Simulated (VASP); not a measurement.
Data:

```xyz
3
Lattice="0.0000 3.2578 3.2578 3.2578 0.0000 3.2578 3.2578 3.2578 0.0000" Properties=species:S:1:pos:R:3 pbc="T T T"
Na     1.6289     1.6289     1.6289
Na     4.8867     4.8867     4.8867
S      0.0000     0.0000     0.0000
```

Computed with vdW-DF2, VASP's PBE PAW potentials (set 64) (plane waves; VASP). Settings: 520 eV cut-off, 6×6×6 Γ-centred mesh, Gaussian smearing of 0.050 eV, potentials Na_pv S.

Estimate the energy per atom (σ→0), band gap (on the k-mesh) with the smallest direct gap where there is one.

```
Item                                          Value
-----------------------------------  --------------
band gap (on the k-mesh)                    2.44 eV
smallest direct gap (on the k-mesh)         2.44 eV
energy per atom (σ→0)                -1.549 eV/atom
```

The compound is Na2S in the antifluorite structure. This cell is one point of a volume scan, at 0.97 of the reference volume.
